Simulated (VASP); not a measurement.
Data:

```
BeTe
1.0
    3.85483     0.00000     0.00000
   -1.92742     3.33838     0.00000
    0.00000     0.00000     6.03169
Be Te
2 2
Cartesian
  0.00000   0.00000   0.00000
  0.00000   0.00000   3.01584
  0.00000   2.22559   1.50792
  1.92742   1.11279   4.52377
```

These are r2SCAN meta-GGA, VASP's PBE PAW potentials (set 64) (plane waves; VASP) values and carry that method's errors. Numerical set-up: 400 eV cut-off, 10×10×6 Γ-centred mesh, tetrahedra with Blöchl corrections, potentials Be Te.

Unless said otherwise, spin-orbit coupling is left out, though it shifts the bands of the heavy elements here.

Problem. Tabulate the total density of states (states/eV per cell) against energy (eV; zero at the valence-band maximum or, without a gap, the Fermi level).

Solution. 
```
E (eV) | DOS (states/eV)
    -9.90 |  0.00
    -9.68 |  0.00
    -9.56 |  0.00
    -9.34 |  0.00
    -9.22 |  0.00
    -9.00 |  0.00
    -8.89 |  0.00
    -8.66 |  0.00
    -8.55 |  0.00
    -8.33 |  0.00
    -8.21 |  0.00
    -7.99 |  0.00
    -7.88 |  0.00
    -7.65 |  0.00
    -7.54 |  0.00
    -7.32 |  0.00
    -7.20 |  0.00
    -6.98 |  0.00
    -6.87 | # 0.12
    -6.64 | ################# 1.90
    -6.53 | ################### 2.17
    -6.30 | ################# 1.87
    -6.19 | ################ 1.82
    -5.97 | #################### 2.18
    -5.86 | ################# 1.87
    -5.63 | ############# 1.46
    -5.52 | ############## 1.56
    -5.29 | ################# 1.93
    -5.18 | ################ 1.75
    -4.96 | ########## 1.10
    -4.84 | ########## 1.08
    -4.62 | ################## 2.00
    -4.51 | #################### 2.27
    -4.28 | ############### 1.67
    -4.17 | ############## 1.56
    -3.94 | ############# 1.47
    -3.83 | ############## 1.58
    -3.61 | ############### 1.65
    -3.50 | ################ 1.83
    -3.27 | ################# 1.85
    -3.16 | ################ 1.81
    -2.93 | ################## 2.04
    -2.82 | ################## 1.98
    -2.60 | ################# 1.88
    -2.48 | ################ 1.79
    -2.26 | ################# 1.88
    -2.15 | ################# 1.87
    -1.92 | ################# 1.85
    -1.81 | ################## 2.01
    -1.59 | ################### 2.12
    -1.47 | ################### 2.13
    -1.25 | ##################### 2.29
    -1.14 | ###################### 2.43
    -0.91 | ##################### 2.31
    -0.80 | #################### 2.25
    -0.57 | ############## 1.52
    -0.46 | ########## 1.14
    -0.24 | ####### 0.78
    -0.13 | ##### 0.56
     0.10 | ### 0.32
     0.21 | ## 0.26
     0.44 | ## 0.21
     0.55 | ## 0.23
     0.77 | ### 0.29
     0.89 | ### 0.33
     1.11 | ##### 0.56
     1.22 | ####### 0.77
     1.45 | ############# 1.46
     1.56 | ############# 1.47
     1.78 | ########## 1.11
     1.90 | ######### 1.03
     2.12 | ######### 1.00
     2.23 | ########## 1.08
     2.46 | ############ 1.35
     2.57 | ############# 1.47
     2.79 | ################ 1.74
     2.91 | ################### 2.12
     3.13 | ######################### 2.74
     3.24 | ############################## 3.34
     3.47 | ################### 2.09
```
Within 2 eV below the Fermi level the largest weight inside VASP's projection spheres is Te p.

The structure was generated: BeTe was put into the NiAs type (P6_3/mmc), which need not be its known phase. It was relaxed first, which changed the volume by +15 %.
